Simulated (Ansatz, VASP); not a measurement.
**Cross-check of InSe between VASP and Ansatz**

Aim: how closely do two programs agree when they are given the same cell, functional and k mesh? The cell is taken from a series of runs on this material, whose earlier steps may have relaxed or scaled it; both programs get it as it stands.

Calculated with Ansatz 0.2.0; plane waves, with VASP 6.6.1 beside it; single point at LDA.

## Step 1: The starting structure

The structure is trigonal, space group R3m (No. 160). Conventional cell: a = 4.000 Å, b = 4.000 Å, c = 24.950 Å, α = 90.00°, β = 90.00°, γ = 120.00°. Nearest to In lie 3 Se at 2.64 Å and 1 In at 2.80 Å. Nearest to Se lie 3 In at 2.64 Å. Se has 3 In at 2.64 Å nearest. Farther neighbours and most contacts between anions are not listed.

As a file:

```xyz
4
Lattice="2.0000 1.1547 8.3167 -2.0000 1.1547 8.3167 0.0000 -2.3094 8.3167" Properties=species:S:1:pos:R:3 pbc="T T T"
In    0.0000    0.0000    0.0000
In    0.0000    0.0000    2.7994
Se    0.0000    0.0000   15.3567
Se    0.0000    0.0000   20.7085
```

## Step 2: VASP: single point, LDA

A single point gives forces, pressure and levels at one fixed geometry, so differences don't come from the geometry; what else differs is listed under the comparison.

Lines of VASP's logs that name or quote its potential files are left out, and so is its time.

Contents of INCAR:

```
SYSTEM = InSe
PREC = Accurate
ENCUT = 400
EDIFF = 1E-06
NELM = 100
ISMEAR = 0
SIGMA = 0.02
LREAL = .FALSE.
ALGO = Normal
GGA = PW92
NBANDS = 25
LORBIT = 11
LWAVE = .FALSE.
LCHARG = .FALSE.
KPAR = 2
ISIF = 2
```

Contents of POSCAR:

```
InSe
1.0
    2.0000000000      1.1547005384      8.3166666667
   -2.0000000000      1.1547005384      8.3166666667
    0.0000000000     -2.3094010768      8.3166666667
In Se
2 2
Direct
    0.0000000000      0.0000000000      0.0000000000
    0.1122000000      0.1122000000      0.1122000000
    0.6155000000      0.6155000000      0.6155000000
    0.8300000000      0.8300000000      0.8300000000
```

Contents of KPOINTS:

```
Automatic mesh
0
Gamma
4 4 4
0 0 0
```

Potentials, in the order of the species: In_d and Se (LDA family, release 64).

Launch:

```bash
mpirun -np 2 vasp_std
```

Numbers of over 12 decimals in the logs are rounded to 6 here.

Output:

```text
[banner, memory and clock lines left out]
running    2 mpi-ranks, on    1 nodes
 distrk:  each k-point on    1 cores,    2 groups
 distr:  one band on    1 cores,    1 groups

 POSCAR found type information on POSCAR InSe
 POSCAR found :  2 types and       4 ions
|                                                                             |
|               ----> ADVICE to this user running VASP <----                  |
|                                                                             |
|     You enforced a specific xc type in the INCAR file but a different       |
|     [... a line on the potential file left out ...]
|     I HOPE YOU KNOW WHAT YOU ARE DOING!                                     |
|                                                                             |

 LDA part: xc-table for (Slater(with rela. corr.)+PW92), standard interpolation
 POSCAR, INCAR and KPOINTS ok, starting setup
 FFT: planning ... GRIDC
 FFT: planning ... GRID_SOFT
 FFT: planning ... GRID
 WAVECAR not read
 entering main loop
       N       E                     dE             d eps       ncg     rms          rms(c)
DAV:   1     0.304869152067E+03    0.30487E+03   -0.15013E+04   650   0.139E+03
DAV:   2     0.165612464927E+02   -0.28831E+03   -0.28185E+03   675   0.358E+02
DAV:   3    -0.157629496594E+02   -0.32324E+02   -0.31622E+02   869   0.138E+02
DAV:   4    -0.170250730849E+02   -0.12621E+01   -0.12593E+01   739   0.301E+01
DAV:   5    -0.170849728627E+02   -0.59900E-01   -0.59894E-01  1083   0.584E+00    0.683E+00
DAV:   6    -0.166114041265E+02    0.47357E+00   -0.97512E-01   864   0.161E+01    0.421E+00
DAV:   7    -0.165707053325E+02    0.40699E-01   -0.35133E-01   865   0.415E+00    0.113E+00
DAV:   8    -0.165644376466E+02    0.62677E-02   -0.28655E-02   977   0.194E+00    0.554E-01
DAV:   9    -0.165635980238E+02    0.83962E-03   -0.47816E-03   816   0.495E-01    0.144E-01
DAV:  10    -0.165636132376E+02   -0.15214E-04   -0.28704E-04   940   0.129E-01    0.780E-02
DAV:  11    -0.165636272554E+02   -0.14018E-04   -0.58005E-05   914   0.771E-02    0.170E-02
DAV:  12    -0.165636236529E+02    0.36025E-05   -0.11556E-05   880   0.340E-02    0.126E-02
DAV:  13    -0.165636241685E+02   -0.51562E-06   -0.22020E-06   564   0.833E-03
   1 F= -.16563624E+02 E0= -.16563624E+02  d E =-.485881E-12
```

Parts of OUTCAR (step 2):

```text
ion  position               nearest neighbor table
   1  0.000  0.000  0.000-   3 2.64   3 2.64   3 2.64   2 2.80
   2  0.112  0.112  0.112-   4 2.64   4 2.64   4 2.64   1 2.80
   3  0.615  0.615  0.615-   1 2.64   1 2.64   1 2.64
   4  0.830  0.830  0.830-   2 2.64   2 2.64   2 2.64

  LATTYP: Found a trigonal (rhomboedric) cell.
 ALAT       =     8.6313543421
 COS(alpha) =     0.8926178500

 Subroutine GETGRP returns: Found  6 space group operations
 (whereof  6 operations were pure point group operations)

The static configuration has the point symmetry C_3v.

 Found     13 irreducible k-points:

   k-points           NKPTS =     13   k-points in BZ     NKDIM =     13   number of bands    NBANDS=     25

   dimension x,y,z NGX =    56 NGY =   56 NGZ =   56
   dimension x,y,z NGXF=   112 NGYF=  112 NGZF=  112

   ENCUT  =  400.0 eV  29.40 Ry    5.42 a.u.  14.08 14.08 14.08*2*pi/ulx,y,z

   NELECT =      38.0000    total number of electrons

 k-points in reciprocal lattice and weights: Automatic mesh
   0.00000000  0.00000000  0.00000000       0.016
   0.25000000  0.00000000  0.00000000       0.094
   0.50000000  0.00000000  0.00000000       0.047
   0.25000000  0.25000000  0.00000000       0.094
   0.50000000  0.25000000  0.00000000       0.188
  -0.25000000  0.25000000  0.00000000       0.094
   0.50000000  0.50000000  0.00000000       0.047
   0.25000000  0.25000000  0.25000000       0.031
   0.50000000  0.25000000  0.25000000       0.094
  -0.25000000  0.25000000  0.25000000       0.094
   0.50000000  0.50000000  0.25000000       0.094
  -0.25000000  0.50000000  0.25000000       0.094
   0.50000000  0.50000000  0.50000000       0.016

 average (electrostatic) potential at core
       1 -96.5684       2 -96.5621       3 -60.1908       4 -60.1811

 E-fermi :   4.2347

 k-point     1 :       0.0000    0.0000    0.0000
  band No.  band energies     occupation
    ...
     15       2.4635      2.00000
     16       2.7881      2.00000
     17       2.7881      2.00000
     18       2.9206      2.00000
     19       2.9206      2.00000
     20       5.7634      0.00000
     21       6.0399      0.00000
     22       8.3799      0.00000
     23       8.3799      0.00000
     24       9.1230      0.00000
    ...

 k-point     2 :       0.2500    0.0000    0.0000
  band No.  band energies     occupation
    ...
     15       0.5392      2.00000
     16       2.1154      2.00000
     17       2.1823      2.00000
     18       2.3734      2.00000
     19       3.0626      2.00000
     20       5.9742      0.00000
     21       6.1828      0.00000
     22       8.0058      0.00000
     23       8.2388      0.00000
     24       8.7553      0.00000
    ...

 k-point     3 :       0.5000    0.0000    0.0000
  band No.  band energies     occupation
    ...
     15       0.5618      2.00000
     16       1.6423      2.00000
     17       1.7299      2.00000
     18       1.8901      2.00000
     19       2.4151      2.00000
     20       5.1451      0.00000
     21       5.9880      0.00000
     22       7.6524      0.00000
     23       8.0129      0.00000
     24       8.8224      0.00000
    ...

  Total       -0.4992740     -0.4992740     -1.4607051      0.0000000     -0.0000000      0.0000000
  in kB       -6.9414411     -6.9414411    -20.3082831      0.0000000     -0.0000000      0.0000000
  external PRESSURE =     -11.3970551 kB  Pullay stress =       0.0000000 kB

  energy-cutoff  :      400.00
  volume of cell :      115.24
      direct lattice vectors                 reciprocal lattice vectors
     2.000000000  1.154700538  8.316666667     0.250000000  0.144337567  0.040080160
    -2.000000000  1.154700538  8.316666667    -0.250000000  0.144337567  0.040080160
     0.000000000 -2.309401077  8.316666667     0.000000000 -0.288675135  0.040080160

 POSITION                                       TOTAL-FORCE (eV/Angst)
 -----------------------------------------------------------------------------------
      0.00000      0.00000      0.00000         0.000000      0.000000      0.095301
      0.00000      0.00000      2.79939         0.000000     -0.000000     -0.092630
      0.00000      0.00000     15.35673         0.000000     -0.000000      0.104123
      0.00000      0.00000     20.70850         0.000000     -0.000000     -0.106794
 -----------------------------------------------------------------------------------
    total drift:                               -0.000000     -0.000000      0.000141

  FREE ENERGIE OF THE ION-ELECTRON SYSTEM (eV)
  ---------------------------------------------------
  free  energy   TOTEN  =       -16.5636241685 eV

  energy  without entropy=      -16.5636241685  energy(sigma->0) =      -16.56362417

 total charge
# of ion       s       p       d       tot
------------------------------------------
    1        0.873   0.681   9.882  11.436
    2        0.872   0.682   9.882  11.437
    3        1.478   2.332   0.023   3.833
    4        1.477   2.333   0.024   3.834
--------------------------------------------------
tot          4.700   6.028  19.811  30.539

[... 3 further parts left out ...]
```

The run ends at a pressure of -1.14 GPa, with forces up to 0.11 eV/Å.

## Step 3: Ansatz: single point, LDA

Ansatz runs on its default PAW (the set named soft_2) files.

The same cell, functional (in two slightly different forms), mesh and smearing now go to Ansatz, which takes its cutoff from its data sets.

Contents of input.yaml:

```yaml
crystal:
  lattice:
    - [2.0, 1.1547005384, 8.3166666667]
    - [-2.0, 1.1547005384, 8.3166666667]
    - [0.0, -2.3094010768, 8.3166666667]
  atoms:
    - { symbol: In, position: [0.0, 0.0, 0.0] }
    - { symbol: In, position: [0.1122, 0.1122, 0.1122] }
    - { symbol: Se, position: [0.6155, 0.6155, 0.6155] }
    - { symbol: Se, position: [0.83, 0.83, 0.83] }
hamiltonian:
  xc: lda
  pseudopotentials: { kind: paw }
kpoints:
  mp_grid: { grid: [4, 4, 4] }
  band_path:
    path:
      - [0.0, 0.0, 0.0]
      - [0.13333, 0.0, 0.0]
      - [0.3, 0.0, 0.0]
      - [0.46667, 0.0, 0.0]
      - [0.5, 0.0359, -0.0359]
      - [0.5, 0.09574, -0.09574]
      - [0.5, 0.15558, -0.15558]
      - [0.77775, 0.5, 0.22225]
      - [0.67092, 0.5, 0.32908]
      - [0.5641, 0.5, 0.4359]
      - [0.5, 0.5, 0.5]
      - [0.46667, 0.46667, 0.46667]
      - [0.3, 0.3, 0.3]
      - [0.13333, 0.13333, 0.13333]
      - [0.0, 0.0, 0.0]
      - [0.11325, 0.0, -0.11325]
      - [0.20386, 0.0, -0.20386]
      - [0.31711, 0.0, -0.31711]
      - [0.62819, 0.37181, 0.0]
      - [0.57478, 0.42522, 0.0]
      - [0.52137, 0.47863, 0.0]
      - [0.52137, 0.52137, 0.02394]
      - [0.57478, 0.57478, 0.08378]
      - [0.62819, 0.62819, 0.14361]
      - [0.64956, 0.64956, 0.20088]
      - [0.59614, 0.59614, 0.30771]
      - [0.54273, 0.54273, 0.41454]
      - [0.5, 0.0, 0.0]
      - [0.60683, 0.11325, 0.11325]
      - [0.71365, 0.22651, 0.22651]
      - [0.82048, 0.33976, 0.33976]
    npoints: 1
scf:
  occupations: { method: gaussian, width: 0.02 }
  n_extra_bands: 8
output:
  forces: true
  stress: true
  eigenvalues: true
  write_density: true
  write_potential: true
  elf: true
  volumetric_format: npy
```

Launch:

```bash
ansatz run input.yaml --threads 2 --pin off --max-ram 4608MiB --backend cpu --events-out ev --progress --plain --runs-dir out
```

Output:

```text
basis.fft_grid_basis auto: the FFT boxes are laid along the combinations [[1, -1, 0], [0, 1, 0], [0, -1, 1]] of the cell's own vectors, 4.000, 8.631 and 4.000 Å long. The dense box has 27×60×27 points. Along the cell's own vectors, as sized, it would have 60×60×60, 4.94 times as many. Of the 6 symmetry operations that the crystal satisfies within crystal.symmetry.tolerance (time reversal apart; of a slab, those that  [...]
scf.n_extra_bands = 8 over 29 filled bands (N_el = 58.0): the run solves 37 bands
Engine: ansatz 0.2.0, aarch64-unknown-linux-gnu
Pseudopotentials: kind: paw
Pseudopotential: In, paw, valence charge 13, recommended cutoff 420 eV (normal), In.paw.azcp
Pseudopotential: Se, paw, valence charge 16, recommended cutoff 420 eV (normal), Se.paw.azcp
Functional definition: SPW92
  exchange = slater_x
  correlation = pw_c
Crystal: 4 atoms, lattice volume = 115.239 Å³
Basis set: ecut = 420 eV, 2283 PW (Γ), FFT grids on a1−a2, a2, −a2+a3
Bands: 37, of which v1, the nominal top of the filled ones, is band 29 counted from 1 (28 counted from 0)
Symmetry: 6 space group operations
Space group: R3m (ITA 160), of the structure as read, at distance tolerance 4.9e-5 Å
k-points: 13 of 64 (time reversal used)
Non-local potential: In, projectors of the file, l = 0: 2, l = 1: 2, l = 2: 2, l = 3: 2
Non-local potential: Se, projectors of the file, l = 0: 2, l = 1: 2, l = 2: 3, l = 3: 1
PAW form: soft (Blöchl's): semilocal exchange-correlation on the pseudo side does not see the compensation charge
PAW frozen core: In, regenerated for the run's functional, and the local potential with it (the file was generated under x = pbe(κ = 0.804, μ = 0.219515), c = pbe(β = 0.066725))
PAW frozen core: Se, regenerated for the run's functional, and the local potential with it (the file was generated under x = pbe(κ = 0.804, μ = 0.219515), c = pbe(β = 0.066725))
PAW one-centre angular grid: In, 590 points (default); XC on 64 Gauss nodes
PAW one-centre angular grid: Se, 590 points (default); XC on 64 Gauss nodes
Initial density: superposition of atomic densities (neutral atoms: chi_scale 0, normalization atom), corrected by the library's trained network
Initial wavefunctions: pseudopotential atomic-orbital guess
Functional: x = slater, c = lda
SCF iter   1: F=—  HF=-21682.666552 eV  |F-HF|=—  |Δ(HF+E_count)|=         —  Δρ=6.49e-3  dr2=4.37e-2  ethr=1.77e-3  ⟨swp⟩=7.0  Hψ=2143  notcnv=0
preconditioner: auto → Resta (q_TF=auto, 2.433 Å⁻¹)  ε∞=3.1  [insulator: Δε(μ)=0.160 eV  Ē_g=14.611 eV  σ=0.020 eV  W_gap=1.00  n_scr=30 (ndim 8)  ℏωp=21.3 eV  f_vac=0.077  D(μ)=0.00/eV (n_scr^D=0)  ε∞_Penn≈3.1]
SCF iter   2: F=—  HF=-21682.655088 eV  |F-HF|=—  |Δ(HF+E_count)|=   1.15e-2  Δρ=2.67e-3  dr2=4.26e-3  ethr=7.53e-5  ⟨swp⟩=3.8  Hψ=918  notcnv=0  defer=32
SCF iter   3: F=—  HF=-21682.654174 eV  |F-HF|=—  |Δ(HF+E_count)|=   9.14e-4  Δρ=8.46e-4  dr2=6.87e-4  ethr=7.35e-6  ⟨swp⟩=2.0  Hψ=750  notcnv=0  defer=32
SCF iter   4: F=—  HF=-21682.654073 eV  |F-HF|=—  |Δ(HF+E_count)|=   1.01e-4  Δρ=2.48e-4  dr2=6.15e-5  ethr=1.18e-6  ⟨swp⟩=1.9  Hψ=482  notcnv=0  defer=32
SCF iter   5: F=—  HF=-21682.654070 eV  |F-HF|=—  |Δ(HF+E_count)|=   2.67e-6  Δρ=4.12e-5  dr2=1.91e-6  ethr=1.06e-7  ⟨swp⟩=2.2  Hψ=551  notcnv=0  defer=32
SCF iter   6: F=-21682.654071 eV  HF=-21682.654071 eV  |F-HF|=1.74e-9  |Δ(HF+E_count)|=   6.85e-7  Δρ=7.55e-6  dr2=9.37e-8  ethr=1.72e-10  ⟨swp⟩=12.0  Hψ=3490  notcnv=0
SCF 1 converged in 6 iterations: F = -21682.654071 eV  dr2 = 9.37e-8
  greatest PAW one-centre occupation: 1.000 electrons in one spin orbital (limit 2), on the Se atom at site 3 (counted from 0), in its partial waves of l = 2
NSCF: frozen V_eff on 31 k-points
SCF converged after 6 iterations
Free energy (F): -21682.654071 eV
Harris-Foulkes:  -21682.654071 eV  (|F-HF|=1.74e-9)
Internal energy: -21682.654071 eV  (E = F + TS)
E sigma→0 (E₀):  -21682.654071 eV
Fermi energy:    7.284690 eV
--- Per-component energies (eV) ---
  E_band       = -923.289953
  E_kinetic    = 725.603124
  E_local      = -7864.040198  (includes V_loc(G=0)·N_el)
  E_nonlocal   = -437.816846
  E_hartree    = 3615.884766
  E_xc         = -633.621164
  E_vxc        = -398.393511  (∫ρ·V_xc dr)
  E_paw        = -11685.229066  (= ΣΔE_a)
  E_vpaw       = -180.427675  (= ΣTr[D̂ρ^β])
  E_aug_tail   = -0.001182  (compensation charges beyond the density's cutoff)
  E_ewald      = -5408.437302
  E_core_change = 5.003797  (= ΣΔE_core)
  E_smearing   = -0.000000  (= −TS)
  E_closure    = -0.000000  (closes the sum)
  Σ components = -21682.654071   (vs F -21682.654071, Δ=0.00e0)
--- Forces (eV/Å), atoms counted from 1 ---
  atom   1  In     0.00000000     0.00000000     0.08463895
  atom   2  In     0.00000000     0.00000000    -0.08231159
  atom   3  Se     0.00000000    -0.00000000     0.12544496
  atom   4  Se    -0.00000000    -0.00000000    -0.12779711
  max |Σ_I F_I| component: 2.48e-5 eV/Å
--- Stress (GPa, compression-positive) ---
       -0.765478       0.000000      -0.000000
        0.000000      -0.765478      -0.000000
       -0.000000      -0.000000      -2.130672
  P = ⅓ Tr σ = -1.2205 GPa (-12.205 kbar)
--- Band table (eV; the first three rows and the last of 13) ---
  k-point 0: bands = [... 25 lower, 5.8552, 5.8552, 5.9883, 5.9883, 8.8227, 9.0941, 11.4489, 11.4489, ... 4 higher]
  k-point 1: bands = [... 25 lower, 5.1774, 5.2506, 5.4422, 6.1218, 9.0324, 9.2350, 11.0765, 11.3005, ... 4 higher]
  k-point 2: bands = [... 25 lower, 4.7004, 4.7987, 4.9596, 5.4724, 8.2074, 9.0419, 10.7184, 11.0812, ... 4 higher]
  k-point 12: bands = [... 25 lower, 5.7842, 6.0679, 6.0679, 7.1994, 7.3699, 9.1836, 11.3492, 11.3492, ... 4 higher]
```

The column dr2 measures how far the density is from self-consistency, as an energy; F and HF (Harris–Foulkes) agree once it is small.

## Step 4: Comparison

Known differences besides the PAW data sets themselves: the data sets hold 58 valence electrons in Ansatz (default PAW (the set named soft_2) files) and 38 in VASP; the cutoff is 420 eV in Ansatz and 400 eV in VASP; Ansatz makes its cores anew for this functional, VASP keeps those of its LDA data sets. Total energies have different zeros and are not compared.

Both answers:

```tsv
quantity	Ansatz	VASP	difference
pressure (GPa)	-1.22	-1.14	-0.08
gap on the k mesh (eV)	0.171	0.181	-0.010
```

Forces (eV/Å; atoms numbered as in POSCAR):

```tsv
atom	Ansatz x, y, z	VASP x, y, z
In1	0.000, 0.000, 0.085	0.000, 0.000, 0.095
In2	0.000, 0.000, -0.082	0.000, 0.000, -0.093
Se3	0.000, 0.000, 0.125	0.000, 0.000, 0.104
Se4	0.000, 0.000, -0.128	0.000, 0.000, -0.107
```

The forces differ by 9.6 meV/Å r.m.s., which is 16.7 % of the r.m.s. force of 0.06 eV/Å (both taken over all components). Ansatz's pressure holds a Pulay correction of 0.03 GPa; VASP's holds none.

## Step 5: What moves the difference

How far does this hang on the set-up? Further runs change one program's set-up at a time, as the table lists.

```tsv
run	r.m.s. force difference (meV/Å)
as above	9.6
VASP with the data sets In_d_GW and Se_GW, a cutoff of 520 eV and GGA = CA, the Perdew-Zunger form of LDA	6.4
```

## Step 6: Results

```yaml
r_m_s_force_difference_single_point_lda: 9.6 meV/Å
```

**Reading.** The r.m.s. force difference is 9.6 meV/Å (single point, LDA), within the 12 meV/Å picked in this series as the mark of a large difference. For single point, LDA: VASP with the data sets In_d_GW and Se_GW, a cutoff of 520 eV and GGA = CA, the Perdew-Zunger form of LDA cuts the r.m.s. force difference from 9.6 to 6.4 meV/Å; whether that points to the cause isn't shown. How closely two codes agree says nothing of how well the functional describes the real material.

[Lines on the potential files, build, host, timing and source positions are cut from VASP's logs without a mark.]

[Logs are printed without paths, hosts, clocks, repeated set-up lines and the standing remarks that a program may print on its own settings, such as how far it seeks lower states.]

[Hosts, paths, dates, database ids (printed as entryN), source tags and the programs' standing remarks are cut or masked in the printed files.]
